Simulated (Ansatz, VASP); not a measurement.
## CaInH in VASP and in Ansatz

```
CELL_PARAMETERS angstrom
4.72089 0.00000 0.00000
0.00000 4.72089 0.00000
0.00000 0.00000 4.10744
ATOMIC_POSITIONS crystal
Ca 0.50000 0.50000 0.50000
In 0.00000 0.00000 0.50000
H 0.50000 0.50000 0.00000
```

Alike in both runs: functional PBE; k mesh 10 × 10 × 12; occupations gaussian, width 0.1 eV; no spin polarisation.

Ansatz relaxed the structure, and its values are those at the end. VASP's run is a single point on that final structure, the one shown.

|  | VASP | Ansatz |
| --- | --- | --- |
| version | VASP 6.6.1 | Ansatz 0.2.0 |
| potentials or method | VASP PAW PBE potentials, release 64 (Ca_sv, In_d, H) | scalar-relativistic, plane waves, PAW |
| plane-wave cutoff (eV) | 520 | 420 |
| valence electrons in the cell | 24 | 24 |

```tsv
	VASP	Ansatz	Ansatz less VASP
gap on the k mesh at the Fermi level (eV)	none	none	-
pressure (GPa)	0.0	0.0	0.00
```

A gap of «none» marks a metal or a gap that the smearing closes.
